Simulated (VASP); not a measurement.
Be4InCu:

```xyz
6
Lattice="0.0000 3.1920 3.1920 3.1920 0.0000 3.1920 3.1920 3.1920 0.0000" Properties=species:S:1:pos:R:3 pbc="T T T"
In    0.0000    0.0000    0.0000
Cu    1.5960    1.5960    1.5960
Be    3.9817    2.4023    2.4023
Be    3.9817    3.9817    3.9817
Be    2.4023    2.4023    3.9817
Be    2.4023    3.9817    2.4023
```

The cell comes from a database or a generator and needn't be the stable form of this composition.

* Program: VASP 6.6.1
* Task: single point
* Functional: PBE
* Potentials or basis: VASP PAW PBE potentials, release 64 (In_d, Cu, Be)
* Cutoff: 520 eV
* k mesh: 7 × 7 × 7
* Occupations: fermi-dirac, width 0.05 eV
* Spin: no spin polarisation

On this cell: pressure 0.8 GPa; largest force 0.039 eV/Å; band gap on the k mesh none (metal or under the smearing width).

The same run follows on a disturbed copy (atoms moved at random, drawn with an rms of 0.05 Å):

```
In Cu Be
1.0
     0.00000    3.19204    3.19204
     3.19204    0.00000    3.19204
     3.19204    3.19204    0.00000
In Cu Be
1 1 4
Direct
  0.00605 0.99599 0.00364
  0.24522 0.25426 0.24110
  0.12208 0.62812 0.62272
  0.61420 0.61734 0.62746
  0.62166 0.62152 0.12557
  0.62852 0.12127 0.62756
```

Task: What does the disturbed cell give?

Result: The energy (extrapolated to zero smearing) moves by +4.2 meV/atom; pressure 1.0 GPa; largest force 0.368 eV/Å; band gap on the k mesh none (metal or under the smearing width).

Forces on the atoms (eV/Å):
```
In  -0.014 -0.339 -0.142
Cu   0.029  0.150 -0.016
Be  -0.195  0.185 -0.044
Be  -0.012  0.091  0.235
Be   0.088  0.184 -0.068
Be   0.104 -0.272  0.035
```

Stress tensor (GPa, compression positive):
```
 1.13 -0.03  0.13
-0.03  1.23  0.27
 0.13  0.27  0.60
```
